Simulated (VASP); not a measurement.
Calculation: PBE GGA with D4 dispersion, VASP's PBE PAW potentials (set 64) (plane waves; VASP 6.6.1).

VASP ran on this input.

**KPOINTS**
```
Automatic mesh
0
Gamma
6 6 6
0 0 0
```

### POSCAR
```
BaTiO3
3.9302990
  0.9999999642   0.0000000000   0.0000000000
  0.0000000000   0.9999999642   0.0000000000
  0.0000000000   0.0000000000   0.9999999642
Ba Ti O
1 1 3
Cartesian
  0.0000000000   0.0000000000   0.0000000000
  0.4999999821   0.4999999821   0.4999999821
  0.4999999821   0.0000000000   0.4999999821
  0.0000000000   0.4999999821   0.4999999821
  0.4999999821   0.4999999821   0.0000000000
```

### INCAR
```
# general
SYSTEM   =  BaTiO3
PREC     =  Accurate
ENCUT    =  520
LREAL    =  .False.
LASPH    =  .True.

# electronic loop
EDIFF    =  1E-7
NELM     =  100
ALGO     =  Normal
LMAXMIX  =  4

# smearing
ISMEAR   =  0
SIGMA    =  0.05

# functional
GGA      =  PE
IVDW     =  13

# ions
ISIF     =  2

# output
LWAVE    =  .False.
LCHARG   =  .False.
```

POTCAR, in this order: Ba_sv Ti_sv O (PBE.64 set). Program: vasp_std.

The resulting files:

OUTCAR:
```
 ion  position               nearest neighbor table
   1  0.000  0.000  0.000-   3 2.78   4 2.78   5 2.78   3 2.78   4 2.78   4 2.78   5 2.78   4 2.78
                             3 2.78   5 2.78   3 2.78   5 2.78   2 3.40   2 3.40   2 3.40   2 3.40
   2  0.500  0.500  0.500-   3 1.97   4 1.97   5 1.97   5 1.97   3 1.97   4 1.97   1 3.40   1 3.40
                             1 3.40   1 3.40   1 3.40   1 3.40   1 3.40   1 3.40
   3  0.500  0.000  0.500-   2 1.97   2 1.97   1 2.78   1 2.78   1 2.78   1 2.78
   4  0.000  0.500  0.500-   2 1.97   2 1.97   1 2.78   1 2.78   1 2.78   1 2.78
   5  0.500  0.500  0.000-   2 1.97   2 1.97   1 2.78   1 2.78   1 2.78   1 2.78
  LATTYP: Found a simple cubic cell.
 ALAT       =     3.9302988593
 Subroutine PRICEL returns:
 Original cell was already a primitive cell.
 Subroutine GETGRP returns: Found 48 space group operations
The static configuration has the point symmetry O_h .
The dynamic configuration has the point symmetry O_h .
 Subroutine INISYM returns: Found 48 space group operations
 Subroutine IBZKPT returns following result:
 Found     20 irreducible k-points:

 Following reciprocal coordinates:
            Coordinates               Weight
  0.000000  0.000000  0.000000      1.000000
  0.166667  0.000000  0.000000      6.000000
  0.333333  0.000000  0.000000      6.000000
  0.500000  0.000000  0.000000      3.000000
  0.166667  0.166667  0.000000     12.000000
  0.333333  0.166667  0.000000     24.000000
  0.500000  0.166667  0.000000     12.000000
  0.333333  0.333333  0.000000     12.000000
  0.500000  0.333333  0.000000     12.000000
  0.500000  0.500000  0.000000      3.000000
  0.166667  0.166667  0.166667      8.000000
  0.333333  0.166667  0.166667     24.000000
  0.500000  0.166667  0.166667     12.000000
  0.333333  0.333333  0.166667     24.000000
  0.500000  0.333333  0.166667     24.000000
  0.500000  0.500000  0.166667      6.000000
  0.333333  0.333333  0.333333      8.000000
  0.500000  0.333333  0.333333     12.000000
  0.500000  0.500000  0.333333      6.000000
...
```

### OSZICAR
```
       N       E                     dE             d eps       ncg     rms          rms(c)
DAV:   1     0.458883323805E+03    0.45888E+03   -0.21530E+04   960   0.183E+03
DAV:   2    -0.566195798269E+01   -0.46455E+03   -0.45811E+03  1200   0.496E+02
DAV:   3    -0.489607665914E+02   -0.43299E+02   -0.43251E+02  1416   0.145E+02
DAV:   4    -0.504995611320E+02   -0.15388E+01   -0.15382E+01  1368   0.251E+01
DAV:   5    -0.505544828610E+02   -0.54922E-01   -0.54920E-01  1288   0.339E+00    0.249E+01
DAV:   6    -0.397731268218E+02    0.10781E+02   -0.70785E+01  1408   0.799E+01    0.102E+01
DAV:   7    -0.398594875315E+02   -0.86361E-01   -0.99096E+00  1232   0.234E+01    0.685E+00
DAV:   8    -0.397680115819E+02    0.91476E-01   -0.12125E+00  1272   0.111E+01    0.237E+00
DAV:   9    -0.397749104289E+02   -0.68988E-02   -0.21975E-01  1224   0.368E+00    0.930E-01
DAV:  10    -0.397741309763E+02    0.77945E-03   -0.98137E-02  1312   0.235E+00    0.741E-01
DAV:  11    -0.397683889163E+02    0.57421E-02   -0.52151E-02  1352   0.174E+00    0.192E-01
DAV:  12    -0.397678517464E+02    0.53717E-03   -0.38097E-03  1168   0.594E-01    0.408E-02
DAV:  13    -0.397679671540E+02   -0.11541E-03   -0.96642E-04  1424   0.262E-01    0.824E-02
DAV:  14    -0.397678667189E+02    0.10044E-03   -0.42796E-04  1288   0.149E-01    0.124E-02
DAV:  15    -0.397678677836E+02   -0.10647E-05   -0.18540E-05  1200   0.317E-02    0.118E-02
DAV:  16    -0.397678662632E+02    0.15203E-05   -0.67451E-06  1384   0.210E-02    0.391E-03
DAV:  17    -0.397678662501E+02    0.13147E-07   -0.33304E-07  1088   0.444E-03
   1 F= -.40911609E+02 E0= -.40911609E+02  d E =-.348354E-12
```

**OUTCAR**
```
------------------------ aborting loop because EDIFF is reached ----------------------------------------
  Edisp (eV):   -1.14374
  FORCE on cell =-STRESS in cart. coord.  units (eV):
  Direction    XX          YY          ZZ          XY          YZ          ZX
  --------------------------------------------------------------------------------------
  Total       4.39947     4.39947     4.39947     0.00000     0.00000    -0.00000
  in kB     116.10040   116.10040   116.10040     0.00000     0.00000    -0.00000
  external pressure =      116.10 kB  Pullay stress =        0.00 kB
  volume of cell :       60.71
      direct lattice vectors                 reciprocal lattice vectors
     3.930298859  0.000000000  0.000000000     0.254433578  0.000000000  0.000000000
     0.000000000  3.930298859  0.000000000     0.000000000  0.254433578  0.000000000
     0.000000000  0.000000000  3.930298859     0.000000000  0.000000000  0.254433578
 POSITION                                       TOTAL-FORCE (eV/Angst)
 -----------------------------------------------------------------------------------
      0.00000      0.00000      0.00000         0.000000      0.000000      0.000000
      1.96515      1.96515      1.96515         0.000000      0.000000      0.000000
      1.96515      0.00000      1.96515         0.000000      0.000000      0.000000
      0.00000      1.96515      1.96515         0.000000      0.000000      0.000000
      1.96515      1.96515      0.00000         0.000000      0.000000      0.000000
 -----------------------------------------------------------------------------------
    total drift:                                0.000000      0.000000     -0.000000
  FREE ENERGIE OF THE ION-ELECTRON SYSTEM (eV)
  ---------------------------------------------------
  free  energy   TOTEN  =       -40.9116090589 eV

  energy  without entropy=      -40.9116090589  energy(sigma->0) =      -40.91160906
```
(Selected blocks of OUTCAR.)

The compound is BaTiO3 in the cubic perovskite structure, the ideal cubic form; the compound distorts at low or room temperature. This cell is one point of a volume scan, at 0.94 of the reference volume.
